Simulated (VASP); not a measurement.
Here is the system:

```
BN
1.0
    1.23923    -2.14642     0.00000
    1.23923     2.14642     0.00000
    0.00000     0.00000     5.43442
B N
2 2
Direct
  0.33333   0.66667   0.25000
  0.66667   0.33333   0.75000
  0.66667   0.33333   0.25000
  0.33333   0.66667   0.75000
```

All values below come from PBE GGA, VASP's PBE PAW potentials (set 64) (plane waves; VASP). Numerical set-up: 620 eV cut-off, 10×10×4 Γ-centred mesh, Gaussian smearing of 0.050 eV, potentials B N.

Without a dispersion term in the relaxation, distances and binding between the weakly bound layers, chains or molecules are unreliable, and so is what depends on them.

**Question.** Estimate the energy per atom (σ→0), pressure.

**Answer.** 
* **energy per atom (σ→0)**: -8.685 eV/atom
* **pressure**: 200.0 kbar

Only differences to runs with the same potentials and settings are physical.

The compound is BN in the hex structure. It was relaxed first under an external pressure of 20 GPa.
